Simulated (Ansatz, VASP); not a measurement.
# RbH3Pb in two plane-wave programs, part 3 of 3

Wanted: the spread between two codes on one cell, functional and k mesh. The cell is generated by rule, not measured, and may not be a known phase. Of the first pair: The cell is taken from a series of runs on this material, whose earlier steps may have relaxed, scaled, displaced or heated it; both programs get it as it stands.

VASP 6.6.1 and Ansatz 0.2.0.

So far: The structure; Ansatz: relaxation of cell and atoms, PBEsol, pair 1; VASP: relaxation of cell and atoms, PBEsol, pair 1; Comparison; Ansatz: relaxation of cell and atoms, PBEsol, pair 2; VASP: relaxation of cell and atoms, PBEsol, pair 2.

## Step 8: VASP: relaxation of cell and atoms, PBEsol, pair 3

Level of this step: PBEsol; plane waves and PAW (Rb_sv, Pb_d, H); invented cell (VASP).

The relaxed volume is the usual yardstick between codes: in a stiff, nearly cubic crystal its relative difference is about their pressure difference at one cell divided by the bulk modulus. Its start cell is another than that of the pair before, and may be another structure of the material.

INCAR

```
SYSTEM = RbH3Pb
PREC = Accurate
ENCUT = 500
EDIFF = 1E-07
NELM = 120
ISMEAR = 1
SIGMA = 0.2
LREAL = .FALSE.
ALGO = Normal
GGA = PS
NBANDS = 19
LORBIT = 11
LWAVE = .FALSE.
LCHARG = .FALSE.
ISIF = 3
IBRION = 2
NSW = 80
EDIFFG = -0.005
LASPH = .TRUE.
GGA_COMPAT = .FALSE.
NELMIN = 4
EFERMI = MIDGAP
KPAR = 2
```

POSCAR

```
RbH3Pb
1.0
    4.4481770632      0.0000000000      0.0000000000
    0.0000000000      4.7537025565      0.0000000000
    0.0000000000      0.0000000000      4.4481770632
Rb Pb H
1 1 3
Direct
    0.0000000000      0.9932900142      0.0000000000
    0.5000000000      0.5115191910      0.5000000000
    0.5000000000      0.4697033986      0.0000000000
    0.5000000000      0.1067390278      0.5000000000
    0.0000000000      0.4697033986      0.5000000000
```

KPOINTS

```
Automatic mesh
0
Gamma
8 8 8
0 0 0
```

Potentials, in the order of the species: Rb_sv, Pb_d and H (PBE family, release 64).

Command:

```console
$ mpirun -np 2 vasp_std
```

Numbers of over 12 decimals in the logs are rounded to 6 here.

What it wrote:

```text
[... set-up lines as in an earlier step ...]
 entering main loop
       N       E                     dE             d eps       ncg     rms          rms(c)
DAV:   1     0.205479807355E+03    0.20548E+03   -0.11912E+04  2850   0.129E+03
DAV:   2     0.245007589099E+01   -0.20303E+03   -0.19549E+03  2912   0.316E+02
DAV:   3    -0.147417533543E+02   -0.17192E+02   -0.17000E+02  3622   0.102E+02
DAV:   4    -0.154146638850E+02   -0.67291E+00   -0.67189E+00  4807   0.201E+01
[...]
DAV:  12    -0.145671530887E+02    0.62319E-05   -0.32826E-05  3837   0.329E-02    0.358E-03
DAV:  13    -0.145671536992E+02   -0.61053E-06   -0.27712E-06  3550   0.101E-02    0.914E-04
DAV:  14    -0.145671537873E+02   -0.88134E-07   -0.21369E-07  3055   0.281E-03
   1 F= -.14567154E+02 E0= -.14568215E+02  d E =-.145672E+02
[... from here on, the cycles between the ionic steps are left out ...]
   2 F= -.14567164E+02 E0= -.14568227E+02  d E =-.105838E-04
   3 F= -.14567182E+02 E0= -.14568248E+02  d E =-.283060E-04
   4 F= -.14567183E+02 E0= -.14568250E+02  d E =-.294751E-04
   5 F= -.14567192E+02 E0= -.14568258E+02  d E =-.912045E-05
   6 F= -.14567194E+02 E0= -.14568259E+02  d E =-.111807E-04
   7 F= -.14567200E+02 E0= -.14568264E+02  d E =-.554800E-05
 trial-energy change:   -0.000006  1 .order   -0.000006   -0.000006   -0.000005
 step:   6.7713(harm=  6.7713)  dis= 0.00246  next Energy=   -14.567207 (dE=-0.128E-04)
 reached required accuracy - stopping structural energy minimisation
```

Parts of OUTCAR (step 8):

```text
  Total        0.0025645      0.0017033      0.0025645      0.0000000      0.0000000      0.0000000
  in kB        0.0436505      0.0289912      0.0436505      0.0000000      0.0000000      0.0000000
  external PRESSURE =       0.0387641 kB  Pullay stress =       0.0000000 kB

 POSITION                                       TOTAL-FORCE (eV/Angst)
 -----------------------------------------------------------------------------------
      0.00000      4.73059      0.00000         0.000000      0.000047      0.000000
      2.22285      2.43520      2.22285         0.000000      0.004260      0.000000
      2.22285      2.23587      0.00000         0.000000     -0.002860     -0.000000
      2.22285      0.51157      2.22285         0.000000      0.001413      0.000000
      0.00000      2.23587      2.22285         0.000000     -0.002860     -0.000000
 -----------------------------------------------------------------------------------
    total drift:                                0.000000      0.000162     -0.000002

  FREE ENERGIE OF THE ION-ELECTRON SYSTEM (eV)
  ---------------------------------------------------
  free  energy   TOTEN  =       -14.5671999912 eV

  energy  without entropy=      -14.5703921393  energy(sigma->0) =      -14.56826404

[... 1 part as in an earlier step ...]

[... 3 further parts left out ...]
[key lines of the parts left out:]
E-fermi :   3.2166
```

The gap is under twice the smearing width, so the edge states are partly filled and the run can't tell a small gap from a semimetal. Methfessel-Paxton smearing is not meant for a cell with a gap.

## Step 9: Ansatz: relaxation of cell and atoms, PBEsol, pair 3

Its own start cell and the same functional, mesh and smearing now go to Ansatz, which takes its cutoff from its data sets.

The two relaxations start from unlike cells of this crystal, so only their ends are compared.

input.yaml

```yaml
crystal:
  lattice:
    - [4.5128424719, 0.0, 0.0]
    - [0.0, 4.5128424719, 0.0]
    - [0.0, 0.0, 4.5128424719]
  atoms:
    - { symbol: Rb, position: [0.0, -0.0001115963, 0.0] }
    - { symbol: Pb, position: [0.5, 0.4997966111, 0.5] }
    - { symbol: H, position: [0.5, 0.4901805806, 0.0] }
    - { symbol: H, position: [0.5, 0.0709087459, 0.5] }
    - { symbol: H, position: [0.0, 0.4901805806, 0.5] }
kpoints:
  mp_grid: { grid: [8, 8, 8] }
hamiltonian:
  xc: pbesol
  pseudopotentials: { kind: paw, azcp: { folder: soft_1 }, xc_functional: pbe }
scf:
  occupations: { method: methfessel_paxton, width: 0.2 }
output:
  forces: true
  stress: true
  eigenvalues: true
relax:
  adjacent_minimum: "off"
  f_tol: 0.002
  max_steps: 120
  cell: { stress_tol: 0.03 }
```

Command:

```console
$ ansatz run input.yaml --threads 4 --pin off --max-ram 16384MiB --backend cpu --events-out ev --progress --plain --runs-dir out
```

What it wrote:

```text
[...]
Crystal: 5 atoms, lattice volume = 91.907 Å³
Basis set: ecut = 420 eV, 1791 PW (Γ), exchange–correlation on 64×64×64 points (8 copies of the dense FFT grid, shifted against one another)
Bands: 18, of which v1, the nominal top of the filled ones, is band 13 counted from 1 (12 counted from 0)
Symmetry: 8 space group operations
[...]
k-points: 75 of 512 (time reversal used)
[...]
--- Relaxed structure (7 steps of the walk, 7 accepted, 1 SCFs on fresh bases) ---
[...]
cell:  # Å, volume = 94.4404 Å³
    - [4.450642, 0, 0]
    - [0, 4.767741, 0.0]
    - [0, 0.0, 4.450642]
  atoms:
    - { symbol: Rb, position: [0, -0.0060242, 0.0] }
    - { symbol: Pb, position: [0.5, 0.511186, 0.5] }
    - { symbol: H, position: [0.5, 0.469038, 0.0] }
    - { symbol: H, position: [0.5, 0.107717, 0.5] }
    - { symbol: H, position: [0, 0.469038, 0.5] }
[key lines of the parts left out:]
SCF converged after 6 iterations
Free energy (F): -15020.776914 eV
Fermi energy:    6.392250 eV
P = ⅓ Tr σ = 0.0045 GPa (0.045 kbar)
```

## Step 10: Side by side

The two programs side by side:

```csv
quantity,Ansatz,VASP,difference
volume (Å³),94.44,94.13,+0.33 %
"edge a after relaxation, in the typed setting (Å)",4.451,4.446,+0.11 %
"edge b after relaxation, in the typed setting (Å)",4.768,4.763,+0.11 %
```

## Step 11: Results

| Quantity | Value |
| --- | --- |
| difference in volume (relaxation of cell and atoms, PBEsol, pair 1) | 0.30 % |
| difference in volume (relaxation of cell and atoms, PBEsol, pair 2) | 0.42 % |
| difference in volume (relaxation of cell and atoms, PBEsol, pair 3) | 0.33 % |

In words: The difference in volume is 0.42 % (relaxation of cell and atoms, PBEsol, pair 2), within the 1.2 % picked in this series as the mark of a large difference, as far as the stopping tolerances let one tell. 5 further runs of this series are not shown here. How closely two codes agree says nothing of how well the functional describes the real material.

[Lines on the potential files, build, host, timing and source positions are cut from VASP's logs without a mark.]

[Logs are printed without paths, hosts, clocks, repeated set-up lines and the standing remarks that a program may print on its own settings, such as how far it seeks lower states.]

[Hosts, paths, dates, database ids (printed as entryN), source tags and the programs' standing remarks are cut or masked in the printed files.]
